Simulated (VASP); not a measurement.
# Cell lengths a and c of tetragonal TiAuGe2 (P4/mmm) from LDA to GGA, dispersion-corrected and meta-GGA functionals

TiAuGe2 combines an early transition metal with open d states, a noble metal with a nearly full d shell, and germanium, whose p states bond to both. The compound in this structure is hypothetical, made by swapping elements on a known one, and it is metallic at every level. I ask whether a change of functional scales its tetragonal cell evenly or acts mostly on one axis. This matters when a calculated cell is used to judge the strain of a metallic germanide film on a substrate, because an error in a and an error in c then have different consequences. I compare a and c, relaxed at zero pressure, between functionals, with PBE as the reference. No measured cell is compared here.

## Set-up

One crystal, TiAuGe2 (P4/mmm, 4 atoms) (hypothetical: elements swapped on a known structure); cell and atoms relaxed at zero pressure inside the space group at each level. Program: VASP 6.6.1, plane waves and PAW (data sets made for PBE also in the LDA runs of TiAuGe2; in all, for PBE of release 64), scalar-relativistic without spin-orbit coupling, no spin polarisation. Occupations: Fermi-Dirac smearing of 0.05 eV. Aspherical gradient corrections in the PAW spheres (LASPH) are on in some runs and off in others. Times are rough, from shared x86 server processors. The same in all rows: cutoff and k mesh: 520 eV, k 7×7×7.

Notes on method and selection:

- The relaxation keeps the space group of the starting structure, unless a run's flaw says otherwise, so it can't find a distortion to lower symmetry.
- VASP relaxes on the plane waves of its starting cell; rows come from the last relaxation, in which the volume moved by 7 % or less.
- D3(BJ) is an atom-based dispersion correction added to the functional. optB86b-vdW, BEEF-vdW hold a nonlocal correlation term.
- On a mesh of this density (26 Å, divisions times cell-vector length) the volume of a metal can be off its mesh-converged value by some tenths of a per cent, up to about one, alike for rows on one mesh; differences between rows are safer than distances from measurement.
- On the k meshes used the crystal is metallic at every level or point.
- Where a crystal was run more than once at a level, the run on the densest mesh (metals) or with the highest cutoff is shown; cells that lost their symmetry or did not come to rest are left out.
- Where a cited cell is compared, it is used only if the database entry bears it out to 0.6 % or a second determination confirms it.
- A table whose volumes refer to PBE has no confirmed cited cell, or one whose c/a every level misses to one side by over 1.2 %.
- Non-spherical gradient terms in the PAW spheres (LASPH) were as a rule on for AM05, RPBE, BLYP, D4 and meta-GGAs and in later sessions, and off for LDA, PBE, PBEsol and D3; where rows differ in this, it bears on volumes, moments and cost.
- Runs that did not converge, have known faults or may not be shown are not listed, and runs on Ansatz's PAW sets soft_1 and soft_2 are kept to separate tables.

Columns:

- a (Å): lattice constant a of the conventional cell.
- c (Å): lattice constant c of the conventional cell.
- c/a: axial ratio c/a.
- volume against PBE (%): relaxed volume over the PBE volume, minus one.
- volume (Å³): relaxed volume per atom.
- cost per iteration (core-s): processor time per electronic iteration, mean over the relaxation, shared machines, rough.

Input lines of one member:

```
PREC = Accurate
ENCUT = 520
EDIFF = 1E-06
NELM = 100
ISMEAR = -1
SIGMA = 0.05
LREAL = .FALSE.
ALGO = Normal
GGA = PE
LORBIT = 11
IBRION = 2
NSW = 60
ISIF = 3
EDIFFG = -0.01
```

Command (options for logging and memory left out): `vasp_std`

## Computed values

```
member       a (Å)   c (Å)   c/a     volume against PBE (%)  volume (Å³)  cost per iteration (core-s)  remark
SCAN         4.1849  3.6495  0.8721  −5.08                   15.979       13                           LASPH on
LDA          4.1945  ?       ?       ?                       ?            3.1
PBEsol       4.2236  3.6100  0.8547  −4.36                   16.099       3.2                          LASPH off
PBE+D3(BJ)   4.2240  3.6162  0.8561  −4.18                   16.130       3.8                          LASPH off
r2SCAN       4.2404  3.6594  0.8630  −2.28                   16.450       15                           LASPH on
optB86b-vdW  4.2559  3.6423  0.8558  −2.02                   16.493       7.7                          LASPH on
PBE          4.2787  3.6780  0.8596  0.00                    16.834       3.1                          LASPH off
BEEF-vdW     4.2971  3.6948  0.8598  1.32                    17.056       7                            LASPH on
```

Cells marked ? are withheld until the estimate has been made.

Least-squares fits to the members shown, with x = a (Å); R² and errors in the fitted variable (y, or ln y where the fit is in ln y):

```
y      members  fit                    R²    rms residual  leave-one-out rms  the same for the mean of the others
c (Å)  7        y = 1.276 + 0.5594 x   0.47  0.021         0.035              0.033 (fit no better)
c/a    7        y = 1.167 − 0.07233 x  0.20  0.0050        0.0084             0.0065 (fit no better)
```

## The trend and its physics

Among PBEsol, PBE+D3(BJ), optB86b-vdW, PBE and BEEF-vdW the two axes lengthen together, and over the whole range c takes the larger share, though not at every step. From PBEsol to PBE, a grows by 0.0551 / 4.2236 = 1.3 % and c by 0.0680 / 3.6100 = 1.9 %.

The general expansion has a known origin. PBE exchange rewards density gradients more than PBEsol exchange does, which favours separated atoms and lengthens bonds. D3(BJ) works the other way, by adding an attraction between atoms. It shortens a by 0.0547 Å and c by 0.0618 Å from PBE, and so ends close to the PBEsol cell. Two different changes in the energy thus lead to nearly the same change of shape. I take this as a hint that the crystal yields more easily along c, though no elastic constants are shown to confirm it.

The meta-GGAs break the pattern. SCAN has the shortest a of the rows shown in full, yet its c is 0.0395 Å longer than that of PBEsol. From SCAN to r2SCAN, a grows by 0.0555 Å and c by only 0.0099 Å, so here a takes nearly all of the change. The two functionals are close relatives, and a volume difference of 16.450 / 15.979 − 1 = 2.9 % between them is large. SCAN's known sensitivity to numerical settings should be examined before a bonding explanation is sought.

With the meta-GGAs included, a straight line of c against a predicts no better than the mean of the other members. Joint motion of the axes is therefore a finding about the five functionals named first, not about functionals in general. One further converged relaxation of this crystal is not in the table, so the finding covers only the runs listed.

## Prediction

Plain estimates from the members shown:

- LDA, straight-line interpolation between SCAN and PBEsol: w = (4.1945 − 4.1849) / (4.2236 − 4.1849) = 0.248, so 3.6495 + 0.248 × (3.6100 − 3.6495) = 3.6397 Å

The plain interpolation gives 3.6397 Å, but it leans on SCAN, which leaves the common path. LDA has no gradient term and no kinetic-energy-density term, so I place it on the continuation of the path from PBE to PBEsol, towards weaker gradient corrections.

For the five members without SCAN and r2SCAN, the mean c is (3.6100 + 3.6162 + 3.6423 + 3.6780 + 3.6948) / 5 = 3.6483 Å and the mean a is (4.2236 + 4.2240 + 4.2559 + 4.2787 + 4.2971) / 5 = 4.2559 Å, the same as a of optB86b-vdW, which therefore drops out of the slope. The least-squares slope is ((4.2236 − 4.2559) × (3.6100 − 3.6483) + (4.2240 − 4.2559) × (3.6162 − 3.6483) + (4.2787 − 4.2559) × (3.6780 − 3.6483) + (4.2971 − 4.2559) × (3.6948 − 3.6483)) / ((4.2236 − 4.2559)² + (4.2240 − 4.2559)² + (4.2787 − 4.2559)² + (4.2971 − 4.2559)²) = 1.135. The line is thus c = 3.6483 + 1.135 × (a − 4.2559), in Å. Leaving out each member in turn gives an rms miss of 0.006 Å, against roughly 0.042 Å for the mean of the others. BEEF-vdW, predicted from the other four beyond the end of their range, is met within 0.001 Å. LASPH is on for two of the five and off for three, and both groups stay within about 0.006 Å of the line.

For LDA the line gives 3.6483 + 1.135 × (4.1945 − 4.2559) = 3.579 Å. The volume would be 4.1945² × 3.579 / 4 = 15.74 Å³ per atom, which is 1 − 15.74 / 16.099 = 2.2 % below PBEsol, a usual distance between these two functionals.

The residual scatter of the line, 0.005 Å with three degrees of freedom, grows to 0.007 Å at this distance outside the fitted range, by the usual prediction error of a least-squares line, which adds the uncertainties of its mean and slope to the scatter. I round it up to 0.008 Å because LDA is a different class of functional from the five.

**Committed estimate, LDA: c = 3.579 ± 0.008 Å.**

## How the estimate fared

```
member  a (Å)   c (Å)   c/a     volume against PBE (%)  volume (Å³)  cost per iteration (core-s)  remark
LDA     4.1945  3.5727  0.8517  −6.65                   15.715       3.1                          LASPH off
```

```
member  estimate       c (Å)   computed  estimate − computed  miss in error bars
LDA     committed      3.5790  3.5727    +0.0063              0.8
LDA     interpolation  3.6397  3.5727    +0.0670
```

The estimate of 3.579 ± 0.008 Å lies 0.0063 Å above the computed 3.5727 Å, a miss of 0.8 error bars. The interpolation between SCAN and PBEsol missed by 0.0670 Å, about ten times as much, because it carried SCAN's long c over to LDA.

The argument that held was to place LDA on the path of the gradient-corrected and dispersion-corrected functionals. From LDA to PBE, a grows by 0.0842 / 4.1945 = 2.0 % and c by 0.1053 / 3.5727 = 2.9 %, so c again takes the larger share. Removing the gradient correction altogether continues the change of shape that PBEsol began.

LDA thus also fits the suggestion that the crystal is softer along c. The suggestion remains an inference from cell lengths, without elastic constants behind it.

## Members off the line

Least-squares fits to the whole series, with x = a (Å); R² and errors in the fitted variable (y, or ln y where the fit is in ln y):

```
y      members  fit                     R²    rms residual  leave-one-out rms  the same for the mean of the others
c (Å)  8        y = 0.4134 + 0.7616 x   0.56  0.024         0.036              0.042
c/a    8        y = 0.9596 − 0.02371 x  0.02  0.0058        0.0087             0.0067 (fit no better)
```

Largest departures from the fit to the whole series:

```
member  c (Å)   fit     computed − fit  in rms residuals
SCAN    3.6495  3.6006  +0.0489         2.0
LDA     3.5727  3.6079  −0.0352         1.4
PBEsol  3.6100  3.6301  −0.0201         0.8
r2SCAN  3.6594  3.6429  +0.0165         0.7
```

SCAN lies farthest from the fit to the whole series, with c 0.0489 Å above it, or 2.0 rms residuals. LDA follows at 0.0352 Å below. The LDA departure comes from the fit itself: SCAN has nearly the same a but a c longer by 0.0768 Å, and one straight line has to pass between the two.

Without the two meta-GGAs, a least-squares line of c against a through the other six members has a slope of about 1.2, and LDA is within 0.003 Å of it. SCAN then stands roughly 0.085 Å above the line and r2SCAN roughly 0.030 Å above.

SCAN's volume is only 0.7 % below that of PBEsol, while its c/a is 2.0 % larger. The difference is thus mainly one of shape, which a uniform pressure acting on the PBEsol cell would not produce. LASPH is an unlikely cause, since optB86b-vdW and BEEF-vdW also have it on and stay near the line. SCAN's sensitivity to the integration grid is a possible numerical cause. A different balance between bonding within the plane of the a axes and bonding between planes along c, brought in by the kinetic-energy density, is another, and it would suit the common sign of the two meta-GGA departures.

## Cost

LDA, PBE and PBEsol cost about the same, near 3 core-seconds per electronic iteration, and D3(BJ) adds little that can be told from scatter on shared machines. The two functionals with nonlocal correlation take somewhat more than twice the PBE time (7 / 3.1 = 2.3 and 7.7 / 3.1 = 2.5), and the meta-GGAs four to five times (13 / 3.1 = 4.2 and 15 / 3.1 = 4.8).

For the relation between a and c, the nonlocal functionals add nothing that the cheap ones do not already show. The meta-GGAs do give a different cell shape, but with no measured cell to compare, the extra time cannot be credited with better accuracy.

## Closing remarks

For the six functionals other than SCAN and r2SCAN, a and c move together, and 1 % in a goes with about 1.4 % in c. This holds for a from 4.1945 to 4.2971 Å. Leaving out each of the six in turn, their line predicts c with an rms miss of 0.005 Å, against 0.050 Å for the mean of the others. It should not be used for a meta-GGA.

For a film grown with its a axes in the plane of a substrate of fixed lattice constant, changing from LDA to PBE shifts the calculated mismatch by about 2 percentage points. An error in c leaves this mismatch alone, but shifts the unstrained length against which strain along the film normal is judged.

Thermal expansion, left out here, would probably lengthen the axes by some tenths of a per cent up to room temperature, well below the spread in c over all rows, 3.6948 / 3.5727 − 1 = 3.4 %. A distortion to lower symmetry, which these relaxations exclude, could change the cell by more than that spread, with a sign I cannot predict.

[Logs are printed without paths, hosts, clocks, repeated set-up lines and the standing remarks that a program may print on its own settings, such as how far it seeks lower states.]
